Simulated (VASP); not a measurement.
Consider the following.

```yaml
crystal:
  lattice:
    - [1.56187, -2.70524, 0.00000]
    - [1.56187, 2.70524, 0.00000]
    - [0.00000, 0.00000, 3.44381]
  atoms:
    - { symbol: Hf, position: [0.00000, 0.00000, 0.00000] }
    - { symbol: B, position: [0.33333, 0.66667, 0.50000] }
    - { symbol: B, position: [0.66667, 0.33333, 0.50000] }
```

Computed with AM05 GGA, VASP's PBE PAW potentials (set 64) (plane waves; VASP). Run with 520 eV cut-off, Gaussian smearing of 0.050 eV, potentials Hf_pv B.

Unless said otherwise, spin-orbit coupling is left out, though it shifts the bands of the heavy elements here.

Problem. Predict the band gap (along the path) with the smallest direct gap where there is one.

Solution. 
```
Property                                                     Result
-------------------------  ----------------------------------------
band gap (along the path)  none (metal, semimetal or under 0.01 eV)
```

Only differences to runs with the same potentials and settings are physical.

The compound is HfB2 in the AlB2 type structure. It was relaxed first.
